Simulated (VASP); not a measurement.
Elastic constants (GPa) of a crystal from PBE GGA, VASP's PBE PAW potentials (set 64) run with VASP 6.6.1:

|  | xx | yy | zz | yz | xz | xy |
|---|---|---|---|---|---|---|
| xx | 593.4 | 74.6 | 122.9 | 0.0 | 0.0 | 0.0 |
| yy | 74.6 | 593.4 | 122.9 | 0.0 | 0.0 | 0.0 |
| zz | 122.9 | 122.9 | 456.2 | 0.0 | 0.0 | 0.0 |
| yz | 0.0 | 0.0 | 0.0 | 265.8 | 0.0 | 0.0 |
| xz | 0.0 | 0.0 | 0.0 | 0.0 | 265.8 | 0.0 |
| xy | 0.0 | 0.0 | 0.0 | 0.0 | 0.0 | 259.4 |

Finite-difference elastic constants of metals are sensitive to mesh and smearing; shear constants can be off by tens of GPa.

Question: Work out the Voigt, Reuss and Hill moduli, Young's modulus and Poisson's ratio.

Answer: All eigenvalues are positive (smallest 259.4 GPa), so the crystal is stable. K_V = (C11+C22+C33+2(C12+C13+C23))/9 = (1643.0 + 2×320.4)/9 = 253.8 GPa; G_V = (1643.0 − 320.4 + 3×791.0)/15 = 246.4 GPa. From the compliances, K_R = 252.1 GPa and G_R = 240.6 GPa. Hill: K = 252.9 GPa, G = 243.5 GPa, E = 9KG/(3K+G) = 553.0 GPa, ν = (3K−2G)/(2(3K+G)) = 0.136. K/G = 1.04, below Pugh's 1.75; universal anisotropy A^U = 0.13.

Question: With a density of 11.14 g/cm³, what are the mean sound speeds?

Answer: v_l = √((K+4G/3)/ρ) = 7.20 km/s and v_t = √(G/ρ) = 4.68 km/s. The crystal is HfB$_{2}$ (AlB2 type), hexagonal.

The compound is HfB2 in the AlB2 type structure. It was relaxed first.
